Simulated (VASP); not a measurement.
# ZnS (Sphalerite): what moves the LDA gap besides the functional, part 2 of 2

Aim: test what besides the functional moves the gap of ZnS (Sphalerite). The starting structure is a measured crystal structure from the Crystallography Open Database. Cell and atoms stay as given unless a step says otherwise.

VASP 6.6.1.

Results so far: reference 1.872 eV; cell and atoms relaxed by LDA 2.147 eV; no band path 1.872 eV.

### Step 5. Bands with a cutoff of 500 eV

Level of this step: LDA; plane waves and PAW (Zn, S) (VASP).

Against step 2 the input has ENCUT = 500.

Input file INCAR:

```
SYSTEM = ZnS
PREC = Accurate
ENCUT = 500
EDIFF = 1E-06
NELM = 100
ISMEAR = 0
SIGMA = 0.03
LREAL = .FALSE.
ALGO = Normal
GGA = CA
NBANDS = 21
LORBIT = 11
LWAVE = .FALSE.
LCHARG = .FALSE.
KPAR = 4
```

Input file POSCAR:

```
ZnS
1.0
    0.0000000000      2.7046500000      2.7046500000
    2.7046500000      0.0000000000      2.7046500000
    2.7046500000      2.7046500000      0.0000000000
Zn S
1 1
Direct
    0.0000000000      0.0000000000      0.0000000000
    0.7500000000      0.7500000000      0.7500000000
```

Input file KPOINTS:

```
Automatic mesh
0
Gamma
8 8 8
0 0 0
```

Input file KPOINTS_OPT:

```
Line mode
10
Line-mode
Reciprocal
  0.00000000   0.00000000   0.00000000 GAMMA
  0.50000000   0.00000000   0.50000000 X

  0.50000000   0.00000000   0.50000000 X
  0.50000000   0.25000000   0.75000000 W

  0.50000000   0.25000000   0.75000000 W
  0.37500000   0.37500000   0.75000000 K

  0.37500000   0.37500000   0.75000000 K
  0.00000000   0.00000000   0.00000000 GAMMA

  0.00000000   0.00000000   0.00000000 GAMMA
  0.50000000   0.50000000   0.50000000 L

  0.50000000   0.50000000   0.50000000 L
  0.62500000   0.25000000   0.62500000 U

  0.62500000   0.25000000   0.62500000 U
  0.50000000   0.25000000   0.75000000 W

  0.50000000   0.25000000   0.75000000 W
  0.50000000   0.50000000   0.50000000 L

  0.50000000   0.50000000   0.50000000 L
  0.37500000   0.37500000   0.75000000 K

  0.62500000   0.25000000   0.62500000 U
  0.50000000   0.00000000   0.50000000 X
```

The projector-augmented-wave data sets are Zn and S (LDA family, release 64).

Command:

```
$ mpirun -np 4 vasp_std
```

What it wrote:

```text
[... set-up lines as in an earlier step ...]
 entering main loop
       N       E                     dE             d eps       ncg     rms          rms(c)
DAV:   1     0.108481754293E+03    0.10848E+03   -0.81741E+03  1242   0.100E+03
DAV:   2     0.781349978018E+00   -0.10770E+03   -0.97001E+02  1233   0.244E+02
DAV:   3    -0.847467197198E+01   -0.92560E+01   -0.91307E+01  1452   0.656E+01
DAV:   4    -0.859903743063E+01   -0.12437E+00   -0.12426E+00  1423   0.745E+00
[...]
DAV:  10    -0.817341310773E+01   -0.11839E-04   -0.91705E-05  1423   0.511E-02    0.497E-02
DAV:  11    -0.817341115039E+01    0.19573E-05   -0.41145E-06  1685   0.305E-02    0.569E-03
DAV:  12    -0.817341118502E+01   -0.34634E-07   -0.82885E-07   916   0.505E-03
   1 F= -.81734112E+01 E0= -.81734112E+01  d E =-.297474E-18
 Start KPOINTS_OPT (optional k-point list driver)
k-point batch [1-29\100]
       N       E                     dE             ncg
DAV:   1     0.128423942375E+04   -0.14951E+05     1242
DAV:   2    -0.170476609585E+04   -0.29890E+04     1241
DAV:   3    -0.195141513463E+04   -0.24665E+03     1526
DAV:   4    -0.195447700762E+04   -0.30619E+01     1419
DAV:   5    -0.195449395626E+04   -0.16949E-01     1446
DAV:   6    -0.195449413119E+04   -0.17493E-03     1435
DAV:   7    -0.195449413350E+04   -0.23143E-05     1490
DAV:   8    -0.195449413356E+04   -0.52949E-07     1117
[...]
k-point batch [88-100\100]
       N       E                     dE             ncg
DAV:   1     0.100326637259E+05   -0.83457E+04      546
DAV:   2     0.861554802040E+04   -0.14171E+04      588
DAV:   3     0.849535035383E+04   -0.12020E+03      688
DAV:   4     0.849382148926E+04   -0.15289E+01      626
DAV:   5     0.849381284485E+04   -0.86444E-02      642
DAV:   6     0.849381275435E+04   -0.90499E-04      642
DAV:   7     0.849381275305E+04   -0.13047E-05      686
DAV:   8     0.849381275303E+04   -0.18943E-07      500
```

Wall time 7 s (4 MPI ranks of Intel Xeon 6975P-C (Granite Rapids), shared host); peak memory 0.61 GiB; 26 s of CPU time.

Parts of OUTCAR (step 5):

```text
  Total       -1.1257632     -1.1257632     -1.1257632      0.0000000     -0.0000000      0.0000000
  in kB      -45.5821088    -45.5821088    -45.5821088      0.0000000     -0.0000000      0.0000000
  external PRESSURE =     -45.5821088 kB  Pullay stress =       0.0000000 kB

 POSITION                                       TOTAL-FORCE (eV/Angst)
 -----------------------------------------------------------------------------------
      0.00000      0.00000      0.00000        -0.000000     -0.000000     -0.000000
      4.05697      4.05697      4.05697         0.000000      0.000000      0.000000
 -----------------------------------------------------------------------------------
    total drift:                               -0.000000     -0.000000     -0.000000

  FREE ENERGIE OF THE ION-ELECTRON SYSTEM (eV)
  ---------------------------------------------------
  free  energy   TOTEN  =        -8.1734111850 eV

  energy  without entropy=       -8.1734111850  energy(sigma->0) =       -8.17341119

[... 1 part as in an earlier step ...]

[... 2 further parts left out ...]
[key lines of the parts left out:]
E-fermi :   2.0711
```

With a cutoff of 500 eV the gap is 1.876 eV, +0.004 eV from the reference.

### Step 6. Bands with a 10×10×10 mesh

Against step 2 the input has a 10×10×10 mesh.

INCAR: that of step 5 with these lines changed.

```diff
@@ -2,3 +2,3 @@
 PREC = Accurate
-ENCUT = 500
+ENCUT = 350
 EDIFF = 1E-06
```

POSCAR is that of step 5.

Input file KPOINTS:

```
Automatic mesh
0
Gamma
10 10 10
0 0 0
```

KPOINTS_OPT is that of step 5.

Command:

```
$ mpirun -np 4 vasp_std
```

What it wrote:

```text
[... set-up lines as in an earlier step ...]
 entering main loop
       N       E                     dE             d eps       ncg     rms          rms(c)
DAV:   1     0.881446299920E+02    0.88145E+02   -0.64530E+03  2021   0.777E+02
DAV:   2    -0.169675376071E+01   -0.89841E+02   -0.82391E+02  2077   0.200E+02
DAV:   3    -0.852236405307E+01   -0.68256E+01   -0.67553E+01  2368   0.546E+01
DAV:   4    -0.859735079077E+01   -0.74987E-01   -0.74940E-01  2264   0.578E+00
[...]
DAV:  10    -0.817254122533E+01   -0.11412E-04   -0.90178E-05  2304   0.488E-02    0.481E-02
DAV:  11    -0.817253933318E+01    0.18922E-05   -0.38168E-06  2727   0.281E-02    0.574E-03
DAV:  12    -0.817253935800E+01   -0.24811E-07   -0.79637E-07  1393   0.494E-03
   1 F= -.81725394E+01 E0= -.81725394E+01  d E =-.771256E-19
 Start KPOINTS_OPT (optional k-point list driver)
k-point batch [1-47\100]
       N       E                     dE             ncg
DAV:   1     0.147509439613E+04   -0.16622E+05     2024
DAV:   2    -0.273953355674E+04   -0.42146E+04     2080
DAV:   3    -0.305682811576E+04   -0.31729E+03     2318
DAV:   4    -0.306014107141E+04   -0.33130E+01     2327
DAV:   5    -0.306015877165E+04   -0.17700E-01     2318
DAV:   6    -0.306015892359E+04   -0.15194E-03     2373
DAV:   7    -0.306015892510E+04   -0.15089E-05     2009
DAV:   8    -0.306015892523E+04   -0.13010E-06     1808
[...]
k-point batch [95-100\100]
       N       E                     dE             ncg
DAV:   1     0.226681330553E+05   -0.30692E+04      252
DAV:   2     0.221172487467E+05   -0.55088E+03      260
DAV:   3     0.220775818754E+05   -0.39667E+02      297
DAV:   4     0.220771805432E+05   -0.40133E+00      297
DAV:   5     0.220771784066E+05   -0.21366E-02      302
DAV:   6     0.220771783861E+05   -0.20496E-04      297
DAV:   7     0.220771783859E+05   -0.24809E-06      296
```

Wall time 4 s (4 MPI ranks); peak memory 0.56 GiB.

From OUTCAR (step 6):

```text
  Total       -1.1784467     -1.1784467     -1.1784467     -0.0000000     -0.0000000     -0.0000000
  in kB      -47.7152620    -47.7152620    -47.7152620     -0.0000000     -0.0000000     -0.0000000
  external PRESSURE =     -47.7152620 kB  Pullay stress =       0.0000000 kB

  FREE ENERGIE OF THE ION-ELECTRON SYSTEM (eV)
  ---------------------------------------------------
  free  energy   TOTEN  =        -8.1725393580 eV

  energy  without entropy=       -8.1725393580  energy(sigma->0) =       -8.17253936

[... 2 parts as in an earlier step ...]

[... 2 further parts left out ...]
[key lines of the parts left out:]
E-fermi :   2.0753
```

With a 10×10×10 mesh the gap is 1.872 eV, +0.000 eV from the reference.

### Step 7. All runs side by side

```csv
run,gap (eV),change (eV),core minutes
reference,1.872,-,0.24
cell and atoms relaxed by LDA,2.147,0.275,0.227
no band path,1.872,0.0,0.107
a cutoff of 500 eV,1.876,0.004,0.467
a 10×10×10 mesh,1.872,0.0,0.267
```

Core minutes are wall time times ranks of the run shown, on a shared host.

### Step 8. What came out

```
reference gap                          : 1.872 eV
gap with cell and atoms relaxed by LDA : 2.147 eV
gap with no band path                  : 1.872 eV
gap with a cutoff of 500 eV            : 1.876 eV
gap with a 10×10×10 mesh               : 1.872 eV
```

Among the runs that read a gap along the path, the one with cell and atoms relaxed by LDA moves it most, by +0.275 eV. On finer settings it changes by +0.004 eV with a cutoff of 500 eV and +0.000 eV with a 10×10×10 mesh. The functional's own error isn't tested here. Further runs on this material are not shown.

[Lines on the potential files, build, host, timing and source positions are cut from VASP's logs without a mark.]

[Logs are printed without paths, hosts, clocks, repeated set-up lines and the standing remarks that a program may print on its own settings, such as how far it seeks lower states.]

[Hosts, paths, dates, database ids (printed as entryN), source tags and the programs' standing remarks are cut or masked in the printed files.]
